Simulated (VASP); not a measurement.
An input for Quantum ESPRESSO's pw.x (written as the equivalent of a VASP run, and not itself run):

```
&CONTROL
  calculation = 'scf'
  pseudo_dir = './pseudo'
  outdir = './out'
  tprnfor = .true.
  tstress = .true.
/
&SYSTEM
  ibrav = 0
  nat = 4
  ntyp = 3
  ecutwfc = 86
  occupations = 'tetrahedra'
  input_dft = 'pz'
/
&ELECTRONS
  conv_thr = 7.3e-09
  electron_maxstep = 100
/
ATOMIC_SPECIES
  Hg 200.592 Hg.upf
  Se 78.971 Se.upf
  S 32.060 S.upf
CELL_PARAMETERS angstrom
     4.2099872    0.0000000    0.0000000
     0.0000000    4.2099872    0.0000000
     0.0000000    0.0000000    5.9465478
ATOMIC_POSITIONS crystal
  Hg   0.5000000  1.0000000  0.7623746
  Hg   0.0000000  0.5000000  0.2376254
  Se   0.0000000  1.0000000  0.5000000
  S    0.5000000  0.5000000  0.0000000
K_POINTS automatic
  8 8 6 0 0 0
```

### Question
Translate this input to VASP (INCAR, KPOINTS, POSCAR, choice of POTCAR).

### Answer
One answer among several that fit: 
File KPOINTS:
```
Automatic mesh
0
Gamma
8 8 6
0 0 0
```

POSCAR:
```
Hg2SeS
1
    4.2099872159     0.0000000000     0.0000000000
    0.0000000000     4.2099872159     0.0000000000
    0.0000000000     0.0000000000     5.9465477957
Hg Se S
2 1 1
Direct
  0.5000000000   1.0000000000   0.7623745781
  0.0000000000   0.5000000000   0.2376254219
  0.0000000000   1.0000000000   0.5000000000
  0.5000000000   0.5000000000   0.0000000000
```

**INCAR**
```
SYSTEM = Hg2SeS
PREC = Accurate
ENCUT = 400
EDIFF = 1E-7
NELM = 100
ALGO = Normal
LREAL = .FALSE.
LASPH = .TRUE.
ISMEAR = -5
LMAXMIX = 6
LWAVE = .FALSE.
LCHARG = .TRUE.
LORBIT = 11
NEDOS = 601
ISIF = 2
LEFG = .TRUE.
```

POTCAR, in this order: Hg Se S (LDA.64 set). Program: vasp_std.

What does not carry over: the potentials are each code's own (VASP's PAW set, PseudoDojo norm-conserving files in pw.x), so ENCUT and ecutwfc are chosen apart and not converted; conv_thr bounds pw.x's estimated SCF error, while EDIFF bounds the energy change between steps; the field gradients of LEFG aren't asked of the other code.

The structure comes from a computed database's Hg2SeS entry (P-4m2); how it stands against other phases isn't given here. It was relaxed first, which changed the volume by -5 %.
